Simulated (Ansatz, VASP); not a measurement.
# Cross-check of Zr2CF2 between VASP and Ansatz, part 2 of 2

One calculation is typed for both programs; each brings its own data sets. How far apart do they land? Of the first pair: The structure shown is the start of the Ansatz relaxation below; VASP solves that cell, so the two are compared at the walk's first step.

VASP 6.6.1 and Ansatz 0.2.0.

So far. Step 3 (VASP: single point, PBE, start cell, pair 1): The run ends at a pressure of 2.49 GPa, with forces up to 1.9 eV/Å.

## 6. VASP: single point, PBE, relaxed cell, pair 2

Level of this step: PBE; plane waves and PAW (C, Zr_sv, F) (VASP).

The same cell, functional, mesh and smearing now go to VASP, with its own data sets.

Input file INCAR:

```
SYSTEM = Zr2CF2
PREC = Accurate
ENCUT = 520
EDIFF = 1E-06
NELM = 120
ISMEAR = 1
SIGMA = 0.15
LREAL = .FALSE.
ALGO = Normal
GGA = PE
NBANDS = 27
LASPH = .TRUE.
LORBIT = 11
LWAVE = .FALSE.
LCHARG = .FALSE.
ISIF = 2
LDIPOL = .TRUE.
IDIPOL = 3
DIPOL = 0.5 0.5 0.301
LVHAR = .TRUE.
GGA_COMPAT = .FALSE.
NELMDL = -8
KPAR = 2
```

Input file POSCAR:

```
Zr2CF2
1.0
    3.3040257097      0.0000000000      0.0000000000
   -1.6520128549      2.8613701994      0.0000000000
    0.0000000000      0.0000000000     33.2000000000
C Zr F
1 2 2
Direct
    0.0000000000      0.0000000000      0.3012048193
    0.3333333333      0.6666666667      0.3382742812
    0.6666666667      0.3333333333      0.2641353574
    0.6666666667      0.3333333333      0.3783852582
    0.3333333333      0.6666666667      0.2240243804
```

Input file KPOINTS:

```
Automatic mesh
0
Gamma
12 12 1
0 0 0
```

PAW data sets: C, Zr_sv and F (PBE family, release 64).

The run is started by

```sh
$ mpirun -np 2 vasp_std
```

Numbers of over 12 decimals in the logs are rounded to 6 here.

Output:

```text
[... set-up lines as in an earlier step ...]
 entering main loop
       N       E                     dE             d eps       ncg     rms          rms(c)
DAV:   1     0.452138411548E+03    0.45214E+03   -0.20145E+04  1226   0.126E+03
DAV:   2     0.348973921888E+01   -0.44865E+03   -0.44208E+03  1339   0.358E+02
DAV:   3    -0.461468435411E+02   -0.49637E+02   -0.49370E+02  1516   0.116E+02
DAV:   4    -0.487117381512E+02   -0.25649E+01   -0.25561E+01  1619   0.242E+01
[...]
DAV:  24    -0.411993331620E+02   -0.59000E-05   -0.18823E-07   926   0.161E-03    0.323E-04
DAV:  25    -0.411993347714E+02   -0.16094E-05   -0.64342E-08   903   0.102E-03    0.863E-05
DAV:  26    -0.411993352535E+02   -0.48204E-06   -0.17746E-08   834   0.518E-04
   1 F= -.41199335E+02 E0= -.41199266E+02  d E =-.208125E-03
```

OUTCAR, selected parts (step 6):

```text
  Total        0.0559035      0.0559035     -0.0048005     -0.0000000      0.0000000      0.0000000
  in kB        0.2853606      0.2853606     -0.0245044     -0.0000000      0.0000000      0.0000000
  external PRESSURE =       0.1820723 kB  Pullay stress =       0.0000000 kB

 POSITION                                       TOTAL-FORCE (eV/Angst)
 -----------------------------------------------------------------------------------
      0.00000      0.00000     10.00000         0.000000     -0.000000     -0.000000
     -0.00000      1.90758     11.23071         0.000000      0.000000      0.002875
      1.65201      0.95379      8.76929        -0.000000      0.000000     -0.002875
      1.65201      0.95379     12.56239         0.000000     -0.000000      0.019332
     -0.00000      1.90758      7.43761        -0.000000      0.000000     -0.019332
 -----------------------------------------------------------------------------------
    total drift:                               -0.000000      0.000000      0.000102

  FREE ENERGIE OF THE ION-ELECTRON SYSTEM (eV)
  ---------------------------------------------------
  free  energy   TOTEN  =       -41.1993352535 eV

  energy  without entropy=      -41.1991271283  energy(sigma->0) =      -41.19926588

[... 3 further parts left out ...]
[key lines of the parts left out:]
E-fermi :  -1.3576
```

The run ends at a pressure of 0.02 GPa, with forces up to 0.019 eV/Å.

## 7. Side by side

What differs besides the data sets and the points named for the pairs above, as far as they apply: the cutoff is 420 eV in Ansatz and 520 eV in VASP. Total energies have different zeros and are not compared.

At this near-relaxed geometry the largest component of a force difference is 19 meV/Å. With vacuum in the cell, a pressure given here is an average over mostly empty space and none of the material.

## 8. Ansatz: relaxation, PBE

The two programs are compared at the cell with which this relaxation starts, whose forces are those of its first step.

The structure compared here is the start of the Ansatz relaxation; VASP solves that cell, so the two are compared at the walk's first step.

Input file input.yaml:

```yaml
crystal:
  lattice:
    - [3.3057925778, 0.0, 0.0]
    - [-1.6528962889, 2.862900352, 0.0]
    - [0.0, 0.0, 33.2]
  atoms:
    - { symbol: C, position: [0.0, 0.0, 0.3012048193] }
    - { symbol: Zr, position: [0.3333333333, 0.6666666667, 0.338134802] }
    - { symbol: Zr, position: [0.6666666667, 0.3333333333, 0.2642748366] }
    - { symbol: F, position: [0.6666666667, 0.3333333333, 0.3784098198] }
    - { symbol: F, position: [0.3333333333, 0.6666666667, 0.2239998187] }
  periodic: [true, true, false]
kpoints:
  mp_grid: { grid: [12, 12, 1] }
hamiltonian:
  xc: pbe
scf:
  occupations: { method: gaussian, width: 0.1 }
output:
  forces: true
  stress: true
  eigenvalues: true
  write_density: true
  write_potential: true
  elf: true
  volumetric_format: npy
relax:
  adjacent_minimum: "off"
  f_tol: 0.005
  max_steps: 80
  cell: { stress_2d_tol: 0.02 }
```

The run is started by

```sh
$ ansatz run input.yaml --threads 8 --pin off --max-ram 14336MiB --backend cpu --events-out ev --progress --plain --runs-dir out
```

Output:

```text
[...]
Crystal: 5 atoms, lattice volume = 314.210 Å³
Basis set: ecut = 420 eV, 6243 PW (Γ), exchange–correlation on 48×48×450 points (8 copies of the dense FFT grid, shifted against one another)
Bands: 26, of which v1, the nominal top of the filled ones, is band 21 counted from 1 (20 counted from 0)
Symmetry: 12 space group operations
[...]
k-points: 19 of 144
[...]
cell:  # Å, volume = 313.8870 Å³
    - [3.304093, 0.0, 0]
    - [-1.652047, 2.861429, 0]
    - [0, 0, 33.2]
  atoms:
    - { symbol: C, position: [0, 0, 0.30120481928] }
    - { symbol: Zr, position: [0.333333, 0.666667, 0.338284] }
    - { symbol: Zr, position: [0.666667, 0.333333, 0.264125] }
    - { symbol: F, position: [0.666667, 0.333333, 0.378401] }
    - { symbol: F, position: [0.333333, 0.666667, 0.224009] }
[key lines of the parts left out:]
SCF converged after 5 iterations
Free energy (F): -10241.080127 eV
Fermi energy:    -3.987999 eV
P = ½ c Tr σ = -0.0195 N/m
```

## 9. VASP: single point, PBE, start cell, pair 3

The same cell, functional, mesh and smearing now go to VASP, with its own data sets.

INCAR, as its differences from that of step 6:

```diff
@@ -5,4 +5,4 @@
 NELM = 120
-ISMEAR = 1
-SIGMA = 0.15
+ISMEAR = 0
+SIGMA = 0.1
 LREAL = .FALSE.
```

Input file POSCAR:

```
Zr2CF2
1.0
    3.3057930000      0.0000000000      0.0000000000
   -1.6528960000      2.8629000000      0.0000000000
    0.0000000000      0.0000000000     33.2000000000
C Zr F
1 2 2
Direct
    0.0000000000      0.0000000000      0.3012048193
    0.3333332325      0.6666666667      0.3381347892
    0.6666664650      0.3333333333      0.2642748494
    0.6666664650      0.3333333333      0.3784098193
    0.3333332325      0.6666666667      0.2239998193
```

KPOINTS is that of step 6.

The run is started by

```sh
$ mpirun -np 2 vasp_std
```

Output:

```text
[... set-up lines as in an earlier step ...]
 entering main loop
       N       E                     dE             d eps       ncg     rms          rms(c)
DAV:   1     0.440261623107E+03    0.44026E+03   -0.20118E+04  1250   0.125E+03
DAV:   2     0.143212504013E+01   -0.43883E+03   -0.43283E+03  1325   0.353E+02
DAV:   3    -0.462741071887E+02   -0.47706E+02   -0.47300E+02  1521   0.113E+02
DAV:   4    -0.487222832283E+02   -0.24482E+01   -0.24415E+01  1613   0.232E+01
[...]
DAV:  24    -0.412024481703E+02   -0.58825E-05   -0.18832E-07   931   0.162E-03    0.312E-04
DAV:  25    -0.412024497663E+02   -0.15961E-05   -0.62550E-08   889   0.996E-04    0.784E-05
DAV:  26    -0.412024502513E+02   -0.48497E-06   -0.18262E-08   834   0.530E-04
   1 F= -.41202450E+02 E0= -.41198715E+02  d E =-.747026E-02
```

Parts of OUTCAR (step 9):

```text
  Total        0.0134075      0.0134075      0.0948128      0.0000000      0.0000000     -0.0000000
  in kB        0.0683659      0.0683659      0.4834569      0.0000000      0.0000000     -0.0000000
  external PRESSURE =       0.2067296 kB  Pullay stress =       0.0000000 kB

 POSITION                                       TOTAL-FORCE (eV/Angst)
 -----------------------------------------------------------------------------------
      0.00000      0.00000     10.00000         0.000000      0.000000     -0.000000
     -0.00000      1.90860     11.22608        -0.000000      0.000000      0.151080
      1.65290      0.95430      8.77393        -0.000000      0.000000     -0.151080
      1.65290      0.95430     12.56321        -0.000000      0.000000     -0.032108
     -0.00000      1.90860      7.43679         0.000000     -0.000000      0.032108
 -----------------------------------------------------------------------------------
    total drift:                                0.003436      0.000000      0.000114

  FREE ENERGIE OF THE ION-ELECTRON SYSTEM (eV)
  ---------------------------------------------------
  free  energy   TOTEN  =       -41.2024502513 eV

  energy  without entropy=      -41.1949799886  energy(sigma->0) =      -41.19871512

[... 1 part as in an earlier step ...]

[... 2 further parts left out ...]
[key lines of the parts left out:]
E-fermi :  -1.4098
```

The run ends at a pressure of 0.02 GPa, with forces up to 0.15 eV/Å.

## 10. Side by side

Forces (eV/Å; atoms numbered as in POSCAR):

```
atom        Ansatz x, y, z          VASP x, y, z
  C1   0.000, 0.000, 0.000   0.000, 0.000, 0.000
 Zr2   0.000, 0.000, 0.148   0.000, 0.000, 0.151
 Zr3  0.000, 0.000, -0.148  0.000, 0.000, -0.151
  F4  0.000, 0.000, -0.051  0.000, 0.000, -0.032
  F5   0.000, 0.000, 0.051   0.000, 0.000, 0.032
```

The forces differ by 7.1 meV/Å r.m.s., which is 12.6 % of the r.m.s. force of 0.056 eV/Å (both taken over all components). With vacuum in the cell, a pressure given here is an average over mostly empty space and none of the material.

## 11. Outcome

- r.m.s. force difference (single point, PBE, start cell, pair 1): 1.2 % of the r.m.s. force
- r.m.s. force difference (single point, PBE, relaxed cell, pair 2): 7.1 meV/Å
- r.m.s. force difference (single point, PBE, start cell, pair 3): 7.1 meV/Å

What this shows: The r.m.s. force difference is 7.1 meV/Å (single point, PBE, relaxed cell, pair 2), within the 12 meV/Å picked in this series as the mark of a large difference. 2 further runs of this series are not shown here. Such differences can come from data sets, numerical settings and the points named under the comparisons, not from the functional's error against experiment.

[Lines on the potential files, build, host, timing and source positions are cut from VASP's logs without a mark.]

[Logs are printed without paths, hosts, clocks, repeated set-up lines and the standing remarks that a program may print on its own settings, such as how far it seeks lower states.]

[Hosts, paths, dates, database ids (printed as entryN), source tags and the programs' standing remarks are cut or masked in the printed files.]
